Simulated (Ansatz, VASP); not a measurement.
# YZnC in two plane-wave programs

One calculation is typed for both programs; each brings its own data sets and cutoff. How far apart do they land? The cell is invented: As first built, before any earlier steps moved the atoms (in the runner's words): it takes the YCoC structure with some of its atoms replaced by other elements, volume scaled by an estimate. It may not be a known or stable phase. The cell is taken from a series of VASP runs on this material, whose earlier steps may have relaxed, scaled or displaced it; both programs get it as it stands.

Calculated with Ansatz 0.2.0; plane waves, with VASP 6.6.1 beside it; band structure at revPBE and band structure at revPBE, spin-orbit coupling.

**1. The structure**

The structure is tetragonal, space group P4/mmm (No. 123). Conventional cell: a = 3.598 Å, b = 3.598 Å, c = 3.958 Å, α = 90.00°, β = 90.00°, γ = 90.00°. Nearest to Y lie 4 C at 2.54 Å. Nearest to Zn lie 2 C at 1.98 Å. Nearest to C lie 2 Zn at 1.98 Å and 4 Y at 2.54 Å. As first built, before any earlier steps moved the atoms (in the runner's words): sites of the YCoC structure (space group 123) filled with other elements, volume scaled by an estimate. Farther neighbours are not listed.

**2. Ansatz: band structure, revPBE**

Ansatz runs on its default PAW (the set named soft_2) files.

With cell and atoms fixed, the geometry can't cause a difference; cores, projectors, grids and the points listed under the comparison can.

Contents of input.yaml:

```yaml
crystal:
  lattice:
    - [3.59818069, 0.0, 0.0]
    - [0.0, 3.59818069, 0.0]
    - [0.0, 0.0, 3.95754666]
  atoms:
    - { symbol: "Y", position: [0.5, 0.5, 0.0] }
    - { symbol: Zn, position: [0.0, 0.0, 0.5] }
    - { symbol: C, position: [0.0, 0.0, 0.0] }
hamiltonian:
  xc: revpbe
  pseudopotentials: { kind: paw }
kpoints:
  mp_grid: { grid: [5, 5, 5] }
  band_path:
    path:
      - [0.0, 0.0, 0.0]
      - [0.0, 0.13333, 0.0]
      - [0.0, 0.3, 0.0]
      - [0.0, 0.46667, 0.0]
      - [0.1, 0.5, 0.0]
      - [0.26667, 0.5, 0.0]
      - [0.43333, 0.5, 0.0]
      - [0.43333, 0.43333, 0.0]
      - [0.26667, 0.26667, 0.0]
      - [0.1, 0.1, 0.0]
      - [0.0, 0.0, 0.03333]
      - [0.0, 0.0, 0.2]
      - [0.0, 0.0, 0.36667]
      - [0.0, 0.0, 0.5]
      - [0.0, 0.16667, 0.5]
      - [0.0, 0.3, 0.5]
      - [0.0, 0.46667, 0.5]
      - [0.1, 0.5, 0.5]
      - [0.26667, 0.5, 0.5]
      - [0.43333, 0.5, 0.5]
      - [0.43333, 0.43333, 0.5]
      - [0.26667, 0.26667, 0.5]
      - [0.1, 0.1, 0.5]
      - [0.0, 0.5, 0.03333]
      - [0.0, 0.5, 0.2]
      - [0.0, 0.5, 0.36667]
      - [0.5, 0.5, 0.0]
      - [0.5, 0.5, 0.16667]
      - [0.5, 0.5, 0.33333]
      - [0.5, 0.5, 0.5]
    npoints: 1
scf:
  occupations: { method: fermi_dirac, width: 0.05 }
  n_extra_bands: 7
output:
  forces: true
  stress: true
  eigenvalues: true
  write_density: true
  write_potential: true
  elf: true
  volumetric_format: npy
```

Launch:

```
$ ansatz run input.yaml --threads 2 --pin off --max-ram 4608MiB --backend cpu --events-out ev --progress --plain --runs-dir out
```

Numbers of over 12 decimals in the logs are rounded to 6 here.

The program printed:

```text
scf.n_extra_bands = 7 over 14 filled bands (N_el = 27.0): the run solves 21 bands
Engine: ansatz 0.2.0, x86_64-unknown-linux-gnu
Pseudopotentials: kind: paw
Pseudopotential: Y, paw, valence charge 11, recommended cutoff 420 eV (normal), Y.paw.azcp
Pseudopotential: Zn, paw, valence charge 12, recommended cutoff 420 eV (normal), Zn.paw.azcp
Pseudopotential: C, paw, valence charge 4, recommended cutoff 420 eV (normal), C.paw.azcp
Functional definition: revPBE
  parameter kappa = 1.245
  parameter beta = 0.066725
  exchange = pbe_x(kappa = kappa, mu = beta*pi^2/3)
  correlation = pbe_c(beta = beta)
Crystal: 3 atoms, lattice volume = 51.238 Å³
Basis set: ecut = 420 eV, 981 PW (Γ), exchange–correlation on 50×50×54 points (8 copies of the dense FFT grid, shifted against one another)
Bands: 21, of which v1, the nominal top of the filled ones, is band 14 counted from 1 (13 counted from 0)
Symmetry: 16 space group operations
Space group: P4/mmm (ITA 123), of the structure as read, at distance tolerance 3.7e-5 Å
k-points: 18 of 125
Non-local potential: Y, projectors of the file, l = 0: 3, l = 1: 2, l = 2: 2, l = 3: 1
Non-local potential: Zn, projectors of the file, l = 0: 2, l = 1: 2, l = 2: 3, l = 3: 1
Non-local potential: C, projectors of the file, l = 0: 2, l = 1: 2, l = 2: 1
PAW form: soft (Blöchl's): semilocal exchange-correlation on the pseudo side does not see the compensation charge
PAW frozen core: Y, regenerated for the run's functional, and the local potential with it (the file was generated under x = pbe(κ = 0.804, μ = 0.219515), c = pbe(β = 0.066725))
PAW frozen core: Zn, regenerated for the run's functional, and the local potential with it (the file was generated under x = pbe(κ = 0.804, μ = 0.219515), c = pbe(β = 0.066725))
PAW frozen core: C, regenerated for the run's functional, and the local potential with it (the file was generated under x = pbe(κ = 0.804, μ = 0.219515), c = pbe(β = 0.066725))
PAW one-centre angular grid: Y, 590 points (default); XC on 64 Gauss nodes
PAW one-centre angular grid: Zn, 590 points (default); XC on 64 Gauss nodes
PAW one-centre angular grid: C, 110 points (default); XC on 64 Gauss nodes
Initial density: superposition of atomic densities (neutral atoms: chi_scale 0, normalization atom), corrected by the library's trained network
Initial wavefunctions: pseudopotential atomic-orbital guess
Functional: x = revpbe(κ = 1.245, μ = 0.219515), c = pbe(β = 0.066725)
SCF iter   1: F=—  HF=-7428.466996 eV  |F-HF|=—  |Δ(HF+E_count)|=         —  Δρ=4.78e-3  dr2=1.09e-2  ethr=1.77e-3  ⟨swp⟩=5.8  Hψ=1849  notcnv=0  defer=5
preconditioner: auto → Kerker (q_TF=auto, 2.452 Å⁻¹)  [metal: Δε(μ)=0.059 eV  Ē_g=14.586 eV  σ=0.050 eV  W_gap=0.28  n_scr=14 (ndim 8)  ℏωp=25.9 eV  f_vac=0.000  D(μ)=2.06/eV (n_scr^D=18)]
SCF iter   2: F=—  HF=-7428.465125 eV  |F-HF|=—  |Δ(HF+E_count)|=   1.87e-3  Δρ=1.78e-3  dr2=1.52e-3  ethr=4.04e-5  ⟨swp⟩=2.0  Hψ=744  notcnv=0  defer=23
SCF iter   3: F=—  HF=-7428.465038 eV  |F-HF|=—  |Δ(HF+E_count)|=   8.65e-5  Δρ=1.34e-3  dr2=9.49e-4  ethr=5.65e-6  ⟨swp⟩=2.0  Hψ=434  notcnv=0  defer=23
SCF iter   4: F=—  HF=-7428.465069 eV  |F-HF|=—  |Δ(HF+E_count)|=   3.09e-5  Δρ=5.20e-4  dr2=1.66e-4  ethr=3.51e-6  ⟨swp⟩=2.7  Hψ=552  notcnv=0  defer=23
SCF iter   5: F=—  HF=-7428.465076 eV  |F-HF|=—  |Δ(HF+E_count)|=   6.45e-6  Δρ=1.96e-4  dr2=1.42e-5  ethr=6.17e-7  ⟨swp⟩=2.6  Hψ=554  notcnv=0  defer=23
SCF iter   6: F=—  HF=-7428.465128 eV  |F-HF|=—  |Δ(HF+E_count)|=   5.20e-5  Δρ=3.73e-5  dr2=4.22e-7  ethr=5.27e-8  ⟨swp⟩=2.3  Hψ=545  notcnv=0  defer=23
SCF iter   7: F=-7428.465128 eV  HF=-7428.465128 eV  |F-HF|=1.44e-8  |Δ(HF+E_count)|=   3.68e-7  Δρ=1.08e-5  dr2=6.14e-8  ethr=3.70e-10  ⟨swp⟩=11.4  Hψ=2355  notcnv=0
SCF 1 converged in 7 iterations: F = -7428.465128 eV  dr2 = 6.14e-8
  greatest PAW one-centre occupation: 0.993 electrons in one spin orbital (limit 2), on the Y atom at site 0 (counted from 0), in its partial waves of l = 0
NSCF: frozen V_eff on 30 k-points
SCF converged after 7 iterations
Free energy (F): -7428.465128 eV
Harris-Foulkes:  -7428.465128 eV  (|F-HF|=1.44e-8)
Internal energy: -7428.448173 eV  (E = F + TS)
E sigma→0 (E₀):  -7428.456651 eV
Entropy (-TS):   -0.016955 eV (-5.652 meV/atom)
Fermi energy:    10.272671 eV
--- Per-component energies (eV) ---
  E_band       = -45.739072
  E_kinetic    = 522.535726
  E_local      = -2360.731929  (includes V_loc(G=0)·N_el)
  E_nonlocal   = 683.148463
  E_hartree    = 933.219036
  E_xc         = -360.294904
  E_vxc        = -311.743350  (∫ρ·V_xc dr)
  E_paw        = -4755.351744  (= ΣΔE_a)
  E_vpaw       = -445.375771  (= ΣTr[D̂ρ^β])
  E_aug_tail   = -0.000369  (compensation charges beyond the density's cutoff)
  E_ewald      = -2090.852164
  E_core_change = -0.120290  (= ΣΔE_core)
  E_smearing   = -0.016955  (= −TS)
  E_closure    = -0.000000  (closes the sum)
  Σ components = -7428.465128   (vs F -7428.465128, Δ=0.00e0)
--- Forces (eV/Å), atoms counted from 1 ---
  atom   1  Y     -0.00000000    -0.00000000    -0.00000000
  atom   2  Zn     0.00000000     0.00000000     0.00000000
  atom   3  C     -0.00000000     0.00000000     0.00000000
  max |Σ_I F_I| component: 3.77e-29 eV/Å
--- Stress (GPa, compression-positive) ---
        0.066908       0.000000       0.000000
        0.000000       0.066908       0.000000
        0.000000       0.000000      -0.870688
  P = ⅓ Tr σ = -0.2456 GPa (-2.456 kbar)
--- Band table (eV; the first three rows and the last of 18) ---
  k-point 0: bands = [... 10 lower, 7.7320, 8.1259, 9.9934, 9.9934, 10.8865, 14.6789, 14.6789, 14.7925, ... 3 higher]
  k-point 1: bands = [... 10 lower, 5.6932, 10.2420, 10.2420, 10.4222, 10.9819, 13.7632, 13.7632, 14.8113, ... 3 higher]
  k-point 2: bands = [... 10 lower, 4.5484, 10.7899, 10.7899, 11.1538, 12.6280, 12.6280, 13.0638, 14.8424, ... 3 higher]
  k-point 17: bands = [... 10 lower, 6.2109, 8.9543, 8.9752, 10.1237, 10.2629, 13.7552, 16.3561, 16.4637, ... 3 higher]
```

Wall time 0.85 s (2 threads of Intel Xeon 6975P-C (Granite Rapids), shared host); peak memory 0.38 GiB.

**3. VASP: band structure, revPBE**

The same cell, functional, mesh and smearing now go to VASP, with its own data sets and cutoff.

Lines of VASP's logs that name or quote its potential files are left out, and so is its time.

Contents of INCAR:

```
SYSTEM = YZnC
PREC = Accurate
ENCUT = 520
EDIFF = 1E-06
NELM = 100
ISMEAR = -1
SIGMA = 0.05
LREAL = .FALSE.
ALGO = Normal
GGA = RE
NBANDS = 26
LORBIT = 11
LWAVE = .FALSE.
LCHARG = .FALSE.
```

Contents of POSCAR:

```
YZnC
1.0
    3.5981806900      0.0000000000      0.0000000000
    0.0000000000      3.5981806900      0.0000000000
    0.0000000000      0.0000000000      3.9575466600
Y Zn C
1 1 1
Direct
    0.5000000000      0.5000000000      0.0000000000
    0.0000000000      0.0000000000      0.5000000000
    0.0000000000      0.0000000000      0.0000000000
```

Contents of KPOINTS:

```
Automatic mesh
0
Gamma
5 5 5
0 0 0
```

Contents of KPOINTS_OPT:

```
Line mode
16
Line-mode
Reciprocal
  0.00000000   0.00000000   0.00000000 GAMMA
  0.00000000   0.50000000   0.00000000 X

  0.00000000   0.50000000   0.00000000 X
  0.50000000   0.50000000   0.00000000 M

  0.50000000   0.50000000   0.00000000 M
  0.00000000   0.00000000   0.00000000 GAMMA

  0.00000000   0.00000000   0.00000000 GAMMA
  0.00000000   0.00000000   0.50000000 Z

  0.00000000   0.00000000   0.50000000 Z
  0.00000000   0.50000000   0.50000000 R

  0.00000000   0.50000000   0.50000000 R
  0.50000000   0.50000000   0.50000000 A

  0.50000000   0.50000000   0.50000000 A
  0.00000000   0.00000000   0.50000000 Z

  0.00000000   0.50000000   0.00000000 X
  0.00000000   0.50000000   0.50000000 R

  0.50000000   0.50000000   0.00000000 M
  0.50000000   0.50000000   0.50000000 A
```

The projector-augmented-wave data sets are Y_sv, Zn and C (PBE family, release 64).

Launch:

```
$ mpirun -np 1 vasp_std
```

The program printed:

```text
[banner, memory and clock lines left out]
running    1 mpi-ranks, on    1 nodes
 distrk:  each k-point on    1 cores,    1 groups
 distr:  one band on    1 cores,    1 groups

 POSCAR found type information on POSCAR Y ZnC
 POSCAR found :  3 types and       3 ions
|                                                                             |
|               ----> ADVICE to this user running VASP <----                  |
|                                                                             |
|     You enforced a specific xc type in the INCAR file but a different       |
|     [... a line on the potential file left out ...]
|     I HOPE YOU KNOW WHAT YOU ARE DOING!                                     |
|                                                                             |

 LDA part: xc-table for (Slater+PW92), standard interpolation
 POSCAR, INCAR and KPOINTS ok, starting setup
 FFT: planning ... GRIDC
 FFT: planning ... GRID_SOFT
 FFT: planning ... GRID
 WAVECAR not read
 entering main loop
       N       E                     dE             d eps       ncg     rms          rms(c)
DAV:   1     0.153614845599E+03    0.15361E+03   -0.12581E+04   936   0.120E+03
DAV:   2    -0.526935763122E+01   -0.15888E+03   -0.14856E+03   960   0.292E+02
DAV:   3    -0.195130600195E+02   -0.14244E+02   -0.13882E+02  1350   0.741E+01
DAV:   4    -0.200080647355E+02   -0.49500E+00   -0.49145E+00  1082   0.113E+01
DAV:   5    -0.200221210594E+02   -0.14056E-01   -0.14025E-01  1132   0.170E+00    0.290E+01
DAV:   6    -0.160963773399E+02    0.39257E+01   -0.11360E+01  1248   0.471E+01    0.251E+01
DAV:   7    -0.160387646257E+02    0.57613E-01   -0.15856E+00  1144   0.918E+00    0.181E+01
DAV:   8    -0.160370316730E+02    0.17330E-02   -0.43678E-01  1050   0.367E+00    0.730E+00
DAV:   9    -0.160076004345E+02    0.29431E-01   -0.63279E-02  1008   0.137E+00    0.557E-01
DAV:  10    -0.160071788696E+02    0.42156E-03   -0.42456E-03  1124   0.394E-01    0.233E-01
DAV:  11    -0.160072267006E+02   -0.47831E-04   -0.59290E-04  1138   0.218E-01    0.423E-02
DAV:  12    -0.160072141665E+02    0.12534E-04   -0.38660E-05  1070   0.541E-02    0.129E-02
DAV:  13    -0.160072165812E+02   -0.24147E-05   -0.91276E-06  1148   0.195E-02    0.139E-02
DAV:  14    -0.160072168377E+02   -0.25647E-06   -0.13201E-06   704   0.843E-03
   1 F= -.16007217E+02 E0= -.15998690E+02  d E =-.170537E-01
 Start KPOINTS_OPT (optional k-point list driver)
k-point batch [1-18\144]
       N       E                     dE             ncg
DAV:   1    -0.112179534868E+04   -0.84645E+04      936
DAV:   2    -0.389394522284E+04   -0.27721E+04      980
DAV:   3    -0.413247533358E+04   -0.23853E+03     1300
DAV:   4    -0.414365341573E+04   -0.11178E+02     1156
DAV:   5    -0.414381540190E+04   -0.16199E+00     1132
DAV:   6    -0.414381774113E+04   -0.23392E-02     1060
DAV:   7    -0.414381778838E+04   -0.47246E-04     1120
DAV:   8    -0.414381778948E+04   -0.10989E-05      878
DAV:   9    -0.414381778952E+04   -0.40538E-07      680
[...]
k-point batch [127-144\144]
       N       E                     dE             ncg
DAV:   1    -0.113823298919E+04   -0.19803E+05      936
DAV:   2    -0.388990201736E+04   -0.27517E+04     1058
DAV:   3    -0.411777626589E+04   -0.22787E+03     1428
DAV:   4    -0.412251897718E+04   -0.47427E+01     1148
DAV:   5    -0.412261936691E+04   -0.10039E+00     1074
DAV:   6    -0.412262149744E+04   -0.21305E-02     1114
DAV:   7    -0.412262155632E+04   -0.58883E-04     1146
DAV:   8    -0.412262155791E+04   -0.15929E-05      952
DAV:   9    -0.412262155797E+04   -0.61234E-07      864
```

From OUTCAR (step 3):

```text
ion  position               nearest neighbor table
   1  0.500  0.500  0.000-   3 2.54   3 2.54   3 2.54   3 2.54   2 3.22   2 3.22   2 3.22   2 3.22
                             2 3.22   2 3.22   2 3.22   2 3.22
   2  0.000  0.000  0.500-   3 1.98   3 1.98   1 3.22   1 3.22   1 3.22   1 3.22   1 3.22   1 3.22
                             1 3.22   1 3.22
   3  0.000  0.000  0.000-   2 1.98   2 1.98   1 2.54   1 2.54   1 2.54   1 2.54

  LATTYP: Found a simple tetragonal cell.
 ALAT       =     3.5981806900
 C/A-ratio  =     1.0998743534

 Subroutine GETGRP returns: Found 16 space group operations
 (whereof 16 operations were pure point group operations)

The static configuration has the point symmetry D_4h.

 Found     18 irreducible k-points:

   k-points           NKPTS =     18   k-points in BZ     NKDIM =     18   number of bands    NBANDS=     26

   dimension x,y,z NGX =    28 NGY =   28 NGZ =   30
   dimension x,y,z NGXF=    56 NGYF=   56 NGZF=   60

   ENCUT  =  520.0 eV  38.22 Ry    6.18 a.u.   6.69  6.69  7.36*2*pi/ulx,y,z

   NELECT =      27.0000    total number of electrons

 k-points in reciprocal lattice and weights: Automatic mesh
   0.00000000  0.00000000  0.00000000       0.008
   0.20000000  0.00000000  0.00000000       0.032
   0.40000000  0.00000000  0.00000000       0.032
   0.20000000  0.20000000  0.00000000       0.032
   0.40000000  0.20000000  0.00000000       0.064
   0.40000000  0.40000000  0.00000000       0.032
   0.00000000  0.00000000  0.20000000       0.016
   0.20000000  0.00000000  0.20000000       0.064
   0.40000000  0.00000000  0.20000000       0.064
[...]
0.40000000  0.20000000  0.40000000       0.128
   0.40000000  0.40000000  0.40000000       0.064

 average (electrostatic) potential at core
       1 -36.5653       2 -36.2598       3 -50.6602

 E-fermi :   3.4848

 k-point     1 :       0.0000    0.0000    0.0000
  band No.  band energies     occupation
    ...
     10      -3.5933      2.00000
     11       0.9511      2.00000
     12       1.3283      2.00000
     13       3.2141      1.99113
     14       3.2141      1.99113
     15       4.0943      0.00001
     16       7.8878      0.00000
     17       7.8878      0.00000
     18       8.0013      0.00000
     19       8.8993      0.00000
    ...

 k-point     2 :       0.2000    0.0000    0.0000
  band No.  band energies     occupation
    ...
     10      -3.4914      2.00000
     11       0.8399      2.00000
     12       1.1387      2.00000
     13       2.0024      2.00000
     14       2.3970      2.00000
     15       5.5425      0.00000
     16       7.5256      0.00000
     17       7.8932      0.00000
     18       7.9748      0.00000
     19       9.4802      0.00000
    ...

 k-point     3 :       0.4000    0.0000    0.0000
  band No.  band energies     occupation
    ...
     10      -3.0498      2.00000
     11      -0.5402      2.00000
     12       0.6536      2.00000
     13       1.4932      2.00000
     14       2.7112      2.00000
     15       5.0335      0.00000
     16       8.0477      0.00000
     17       8.0784      0.00000
     18       8.1261      0.00000
     19      11.6158      0.00000
    ...

  Total        0.0085064      0.0085064      0.0015033      0.0000000     -0.0000000      0.0000000
  in kB        0.2659883      0.2659883      0.0470083      0.0000000     -0.0000000      0.0000000
  external PRESSURE =       0.1929950 kB  Pullay stress =       0.0000000 kB

  energy-cutoff  :      520.00
  volume of cell :       51.24
      direct lattice vectors                 reciprocal lattice vectors
     3.598180690  0.000000000  0.000000000     0.277918228  0.000000000  0.000000000
     0.000000000  3.598180690  0.000000000     0.000000000  0.277918228  0.000000000
     0.000000000  0.000000000  3.957546660     0.000000000  0.000000000  0.252681797

 POSITION                                       TOTAL-FORCE (eV/Angst)
 -----------------------------------------------------------------------------------
      1.79909      1.79909      0.00000         0.000000      0.000000      0.000000
      0.00000      0.00000      1.97877         0.000000      0.000000      0.000000
      0.00000      0.00000      0.00000         0.000000      0.000000      0.000000
 -----------------------------------------------------------------------------------
    total drift:                                0.000000      0.000000      0.000000

  FREE ENERGIE OF THE ION-ELECTRON SYSTEM (eV)
  ---------------------------------------------------
  free  energy   TOTEN  =       -16.0072168377 eV

  energy  without entropy=      -15.9901631770  energy(sigma->0) =      -15.99869001

 total charge
# of ion       s       p       d       f       tot
--------------------------------------------------
    1        2.182   6.423   0.988   0.049   9.642
    2        0.601   0.568   9.718   0.000  10.887
    3        0.867   1.445   0.000   0.000   2.312
--------------------------------------------------
tot          3.650   8.436  10.706   0.049  22.841

[... 3 further parts left out ...]
```

The run ends at a pressure of 0.02 GPa.

**4. Differences**

Known differences besides the potentials themselves: the cutoff is 420 eV in Ansatz and 520 eV in VASP; Ansatz makes its cores anew for this functional, VASP keeps those of its PBE data sets; VASP leaves aspherical gradient terms in its spheres out (LASPH is not set), Ansatz keeps them. Total energies have different zeros and are not compared.

Both answers:

```
                                        quantity  Ansatz  VASP  difference
                                  pressure (GPa)   -0.25  0.02       -0.26
pressure without Ansatz's Pulay correction (GPa)   -0.38  0.02       -0.40
```

Levels from 3 eV below to 2 eV above the Fermi level differ by 5 meV r.m.s. and 12 meV at most; each VASP level is matched to the nearest of Ansatz, which flatters the figure a little. Ansatz's pressure holds a Pulay correction of 0.13 GPa; VASP's holds none.

(Part 1 of 2 ends here.)

[Lines on the potential files, build, host, timing and source positions are cut from VASP's logs without a mark.]

[Logs are printed without paths, hosts, clocks, repeated set-up lines and the standing remarks that a program may print on its own settings, such as how far it seeks lower states.]

[Hosts, paths, dates, database ids (printed as entryN), source tags and the programs' standing remarks are cut or masked in the printed files.]
